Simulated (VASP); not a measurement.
```yaml
crystal:
  lattice:
    - [1.50337, -2.74033, 0.00000]
    - [1.50337, 2.74033, 0.00000]
    - [0.00000, 0.00000, 3.51437]
  atoms:
    - { symbol: Mg, position: [0.00000, 0.00000, 0.00000] }
    - { symbol: B, position: [0.33333, 0.66667, 0.50000] }
    - { symbol: B, position: [0.69689, 0.36355, 0.50000] }
```

Computed with PBE GGA, VASP's PBE PAW potentials (set 64) (plane waves; VASP). Run with 520 eV cut-off, 5×5×4 Γ-centred mesh, first-order Methfessel-Paxton smearing of 0.10 eV, potentials Mg B.

Problem. Give the force on each atom (eV/Å).

Solution. 
```csv
atom,Fx,Fy,Fz
Mg1,0.229,0.021,0.000
B2,1.011,-0.163,0.000
B3,-1.240,0.142,0.000
```

Problem. Give the stress tensor in GPa (positive for a compressed cell).

Solution. 
```
 10.87   -1.33    0.00
 -1.33  -10.14    0.00
  0.00    0.00   -0.66
```
The pressure is its mean diagonal, 0.02 GPa.

The compound is MgB2 in the AlB2 type structure. The cell was not relaxed at this level, atoms are displaced from their ideal sites. The k-mesh is coarse (spacing up to 0.48 per Å, 2π included), so the numbers may not be converged in it. The run is one of a series of settings (KPOINTS 5×5×4 Γ-centred mesh against the base run), some of them coarse on purpose.
